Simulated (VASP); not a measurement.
Method: PW91 GGA, VASP's PBE PAW potentials (set 64) (plane waves; VASP).

The input files of a VASP run:

**INCAR**
```
EDIFF = 1E-7   ! SCF stop (eV)
SIGMA = 0.1
SYSTEM = HfN
ENCUT = 520
ALGO = Normal
LREAL = .False.   ! projection in real space or not
ISMEAR = 1   ! Methfessel-Paxton
LMAXMIX = 6   ! l cut-off of mixed one-centre charges
LCHARG = .False.
GGA = 91   ! PW91
LASPH = .True.   ! aspherical one-centre terms
NELM = 100   ! most electronic steps
PREC = Accurate
LWAVE = .False.
ISIF = 2
```

**POSCAR**
```
HfN
1
    0.0000000000     2.2228247075     2.2228247075
    2.2228247075     0.0000000000     2.2228247075
    2.2228247075     2.2228247075     0.0000000000
Hf N
1 1
Direct
  0.0000000000   0.0000000000   0.0000000000
  0.5000000000   0.5000000000   0.5000000000
```

KPOINTS:
```
Automatic mesh
0
Gamma
14 14 14
0 0 0
```

POTCAR, in this order: Hf_pv N (PBE.64 set). Program: vasp_std.

Unless said otherwise, spin-orbit coupling is left out, though it shifts the bands of the heavy elements here.

Problem. What does the run give for the energy per atom (σ→0), pressure, band gap (on the k-mesh)?

Solution. 
| Item | Result |
|---|---|
| energy per atom (σ→0) | -10.854 eV/atom |
| band gap (on the k-mesh) | none (metal, semimetal or under 0.01 eV) |
| pressure | 19.18 GPa |

OSZICAR:
```
...
DAV:   8    -0.217189026231E+02    0.10212E-01   -0.12026E-01  2706   0.318E+00    0.622E+00
DAV:   9    -0.217089571269E+02    0.99455E-02   -0.59888E-02  2675   0.169E+00    0.162E+00
DAV:  10    -0.217085056905E+02    0.45144E-03   -0.24066E-03  2689   0.438E-01    0.377E-01
DAV:  11    -0.217085069248E+02   -0.12344E-05   -0.25120E-04  2817   0.143E-01    0.686E-02
DAV:  12    -0.217085029167E+02    0.40082E-05   -0.14493E-05  2727   0.371E-02    0.365E-02
DAV:  13    -0.217085027539E+02    0.16277E-06   -0.67042E-07  2731   0.865E-03    0.260E-03
DAV:  14    -0.217085027434E+02    0.10538E-07   -0.25652E-08  1447   0.134E-03
   1 F= -.21708503E+02 E0= -.21708355E+02  d E =-.444513E-03
```

The compound is HfN in the rock salt structure. This cell is one point of a volume scan, at 0.94 of the reference volume. The electron count is odd and the run is not spin-polarised, which forces a metal.
